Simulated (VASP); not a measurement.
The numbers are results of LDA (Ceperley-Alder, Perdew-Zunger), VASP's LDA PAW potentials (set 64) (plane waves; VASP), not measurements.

The input files of a VASP run:

INCAR:
```
# general
SYSTEM   =  CoAl
PREC     =  Accurate
ENCUT    =  500   # plane-wave cut-off (eV)
LREAL    =  .FALSE.
LASPH    =  .TRUE.   # aspherical one-centre terms

# electronic loop
EDIFF    =  1E-6
NELM     =  100   # most electronic steps
ALGO     =  Normal   # blocked Davidson
LMAXMIX  =  4   # l cut-off of mixed one-centre charges

# smearing
ISMEAR   =  1   # Methfessel-Paxton
SIGMA    =  0.1

# ions
IBRION   =  2   # conjugate gradients
NSW      =  40
ISIF     =  3   # ions, shape and volume
EDIFFG   =  -0.02   # ionic stop
PSTRESS  =  300   # kbar

# output
LWAVE    =  .FALSE.
LCHARG   =  .FALSE.
```

### POSCAR
```
CoAl
1.0
  2.6921317071   0.0000000000   0.0000000000
  0.0000000000   2.6921317071   0.0000000000
  0.0000000000   0.0000000000   2.6921317071
Al Co
1 1
Cartesian
  1.3460658536   1.3460658536   1.3460658536
  0.0000000000   0.0000000000   0.0000000000
```

### KPOINTS
```
Automatic mesh
0
Gamma
13 13 13
0 0 0
```

POTCAR, in this order: Al Co (LDA.64 set). Program: vasp_std.

Output

File OSZICAR:
```
       N       E                     dE             d eps       ncg     rms          rms(c)
DAV:   1     0.379216648752E+02    0.37922E+02   -0.53865E+03  1688   0.129E+03
DAV:   2    -0.138703376202E+02   -0.51792E+02   -0.49222E+02  1712   0.202E+02
DAV:   3    -0.151835765683E+02   -0.13132E+01   -0.13066E+01  1968   0.423E+01
DAV:   4    -0.152059012633E+02   -0.22325E-01   -0.22315E-01  1992   0.488E+00
DAV:   5    -0.152066309049E+02   -0.72964E-03   -0.72963E-03  1918   0.898E-01    0.139E+01
DAV:   6    -0.165574964541E+02   -0.13509E+01   -0.55159E+01  1868   0.121E+02    0.138E+01
DAV:   7    -0.135694599353E+02    0.29880E+01   -0.23658E+01  1860   0.764E+01    0.230E+00
DAV:   8    -0.135310671524E+02    0.38393E-01   -0.19042E-01  1826   0.437E+00    0.119E+00
DAV:   9    -0.135137821533E+02    0.17285E-01   -0.48609E-02  2122   0.312E+00    0.291E-01
DAV:  10    -0.135134315531E+02    0.35060E-03   -0.11675E-03  2380   0.542E-01    0.166E-01
DAV:  11    -0.135134143302E+02    0.17223E-04   -0.25794E-05  1874   0.478E-02    0.146E-02
DAV:  12    -0.135134092743E+02    0.50559E-05   -0.19715E-05  1946   0.719E-02    0.591E-03
DAV:  13    -0.135134092595E+02    0.14845E-07   -0.32157E-07   876   0.638E-03
   1 F= -.98599894E+01 E0= -.98597223E+01  d E =-.985999E+01
```

### OUTCAR
```
------------------------ aborting loop because EDIFF is reached ----------------------------------------
  FORCE on cell =-STRESS in cart. coord.  units (eV):
  Direction    XX          YY          ZZ          XY          YZ          ZX
  --------------------------------------------------------------------------------------
  Total        3.6289191      3.6289191      3.6289191      0.0000000      0.0000000     -0.0000000
  in kB      297.9881297    297.9881297    297.9881297      0.0000000      0.0000000     -0.0000000
  external PRESSURE =      -2.0118703 kB  Pullay stress =     300.0000000 kB
  volume of cell :       19.51
      direct lattice vectors                 reciprocal lattice vectors
     2.692131707  0.000000000  0.000000000     0.371452852  0.000000000  0.000000000
     0.000000000  2.692131707  0.000000000     0.000000000  0.371452852  0.000000000
     0.000000000  0.000000000  2.692131707     0.000000000  0.000000000  0.371452852
 POSITION                                       TOTAL-FORCE (eV/Angst)
 -----------------------------------------------------------------------------------
      1.34607      1.34607      1.34607         0.000000      0.000000      0.000000
      0.00000      0.00000      0.00000         0.000000      0.000000      0.000000
 -----------------------------------------------------------------------------------
    total drift:                               -0.000000      0.000000     -0.000000
  FREE ENERGIE OF THE ION-ELECTRON SYSTEM (eV)
  ---------------------------------------------------
  free  energy   TOTEN  =       -13.5134092595 eV

  energy  without entropy=      -13.5126079766  energy(sigma->0) =      -13.51314217
  enthalpy is  TOTEN    =        -9.8599894314 eV   P V=        3.6534198281

 reached required accuracy - stopping structural energy minimisation
```
(Selected blocks of OUTCAR.)

File OUTCAR:
```
 val. band max:       12.7278697621   @ k =   0.4615   0.3846   0.3077

 cond. band min:      12.7853562949   @ k =   0.4615   0.3846   0.0769


 Fermi energy:        12.7594330829

 k-point     1 :       0.0000    0.0000    0.0000
  band No.  band energies     occupation
      1       0.5720      2.00000
      2       8.9211      2.00000
      3       8.9211      2.00000
      4      11.7417      2.00000
      5      11.7417      2.00000
      6      11.7417      2.00000
      7      19.6523      0.00000
      8      19.6523      0.00000
      9      19.6523      0.00000
     10      22.3257      0.00000

 k-point     2 :       0.0769    0.0000    0.0000
  band No.  band energies     occupation
      1       0.6988      2.00000
      2       8.9197      2.00000
      3       8.9603      2.00000
      4      11.6661      2.00000
      5      11.6661      2.00000
      6      11.7502      2.00000
      7      18.4930      0.00000
      8      19.8282      0.00000
      9      19.8282      0.00000
     10      22.2853      0.00000

 k-point     3 :       0.1538    0.0000    0.0000
  band No.  band energies     occupation
      1       1.0760      2.00000
      2       8.8787      2.00000
      3       9.0712      2.00000
      4      11.4673      2.00000
      5      11.4673      2.00000
      6      11.7738      2.00000
      7      16.6878      0.00000
      8      20.3287      0.00000
      9      20.3287      0.00000
     10      22.1672      0.00000

 k-point     4 :       0.2308    0.0000    0.0000
  band No.  band energies     occupation
      1       1.6930      2.00000
      2       8.6804      2.00000
      3       9.2335      2.00000
      4      11.2094      2.00000
      5      11.2094      2.00000
      6      11.8072      2.00000
      7      15.0719      0.00000
      8      21.0910      0.00000
      9      21.0910      0.00000
     10      21.9845      0.00000

 k-point     5 :       0.3077    0.0000    0.0000
...
```

The compound is CoAl in the CsCl type structure. It was relaxed first under an external pressure of 30 GPa. The run is not spin-polarised, so no magnetic state was tried.
